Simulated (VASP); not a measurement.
Ti4Ge3:

```xyz
7
Lattice="4.7800 0.0000 0.0000 0.0000 4.7800 0.0000 0.0000 0.0000 4.7800" Properties=species:S:1:pos:R:3 pbc="T T T"
Ti    0.0000    0.0000    0.0000
Ti    2.3900    0.0000    2.3900
Ti    2.3900    2.3900    0.0000
Ti    0.0000    2.3900    2.3900
Ge    2.3900    0.0000    0.0000
Ge    0.0000    2.3900    0.0000
Ge    0.0000    0.0000    2.3900
```

The cell was built by a generator and needn't be a form met in nature.

| Item | Value |
| --- | --- |
| Program | VASP 6.6.1 |
| Task | relaxation of cell and atoms |
| Functional | PBE |
| Potentials or basis | VASP PAW PBE potentials, release 64 (Ti_sv, Ge_d) |
| Cutoff | 520 eV |
| k mesh | 4 × 4 × 4 |
| Occupations | gaussian, width 0.15 eV |
| Spin | no spin polarisation |

At the start: pressure 25.8 GPa; volume 15.60 Å³/atom.

Problem. Where does the relaxation end?

Solution. Over 6 steps the energy falls by 237.8 meV/atom and the volume is 18.72 Å³/atom (+20.0 %); space group Pm-3m (No. 221, to 0.05 Å).

Step by step:
```csv
step,energy change (eV),largest force (eV/Å),pressure (GPa),volume (Å³)
1,0.0000,0.0000,25.83,109.22
2,0.0747,0.0000,-14.09,153.99
3,-1.5834,0.0000,2.53,128.47
4,-1.6624,0.0000,-1.19,131.62
5,-1.6620,0.0000,0.83,130.58
6,-1.6644,0.0000,0.04,131.04
```

Final structure:
```xyz
7
Lattice="5.0792 0.0000 0.0000 0.0000 5.0792 0.0000 0.0000 0.0000 5.0792" Properties=species:S:1:pos:R:3 pbc="T T T"
Ti    0.0000    0.0000    0.0000
Ti    2.5396    0.0000    2.5396
Ti    2.5396    2.5396    0.0000
Ti    0.0000    2.5396    2.5396
Ge    2.5396    0.0000    0.0000
Ge    0.0000    2.5396    0.0000
Ge    0.0000    0.0000    2.5396
```

Caveat: the volume moved by over 15 % at a fixed basis, so the end points are rough.
